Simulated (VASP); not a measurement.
All values below come from PBEsol GGA, VASP's PBE PAW potentials (set 64) (plane waves; VASP 6.6.1).

VASP input:

### INCAR
```
ALGO=Normal
EDIFF=1E-6
EDIFFG=-0.02
ENCUT=400
GGA=PS
IBRION=2
ISIF=3
ISMEAR=1
LASPH=.True.
LCHARG=.False.
LMAXMIX=6
LREAL=.False.
LWAVE=.False.
NELM=100
NSW=60
PREC=Accurate
SIGMA=0.1
SYSTEM=HgTe
```

**POSCAR**
```
HgTe
1
    4.1263633324     0.0000000000     0.0000000000
   -2.0631816662     3.5735355918    -0.0000000000
    0.0000000000     0.0000000000     7.3802787621
Hg Te
2 2
Direct
  0.0000000000   0.0000000000   0.0000000000
  0.0000000000   0.0000000000   0.5000000000
  0.3333330000   0.6666670000   0.2500000000
  0.6666670000   0.3333330000   0.7500000000
```

**KPOINTS**
```
Automatic mesh
0
G
8 8 4
0 0 0
```

POTCAR, in this order: Hg Te (PBE.64 set). Program: vasp_std.

Unless said otherwise, spin-orbit coupling is left out, though it shifts the bands of the heavy elements here.

Task: Predict the energy per atom (σ→0), volume per atom, band gap (on the k-mesh).

Result: 
| Quantity | Result |
|---|---|
| energy per atom (σ→0) | -2.045 eV/atom |
| band gap (on the k-mesh) | none (metal, semimetal or under 0.01 eV) |
| volume per atom | 27.48 Å³/atom |

File OSZICAR:
```
...
DAV:   2    -0.818236050124E+01    0.62621E-02   -0.18195E-02  1326   0.162E+00    0.204E-01
DAV:   3    -0.818178659671E+01    0.57390E-03   -0.17545E-03  1428   0.339E-01    0.201E-01
DAV:   4    -0.818168132260E+01    0.10527E-03   -0.21628E-04  1380   0.999E-02    0.553E-02
DAV:   5    -0.818165161341E+01    0.29709E-04   -0.11887E-04  1440   0.106E-01    0.389E-02
DAV:   6    -0.818165356859E+01   -0.19552E-05   -0.11153E-05  1332   0.351E-02    0.296E-02
DAV:   7    -0.818165187865E+01    0.16899E-05   -0.48216E-06  1320   0.232E-02    0.710E-03
DAV:   8    -0.818165192480E+01   -0.46150E-07   -0.10989E-06   660   0.721E-03
   3 F= -.81816519E+01 E0= -.81816908E+01  d E =-.207916E-02
```

The structure was generated: HgTe was put into the NiAs type type (P6_3/mmc), which need not be its known phase. This run relaxes it. Symmetry was kept, so distortions that lower it aren't found. The start is the result of an earlier pass.
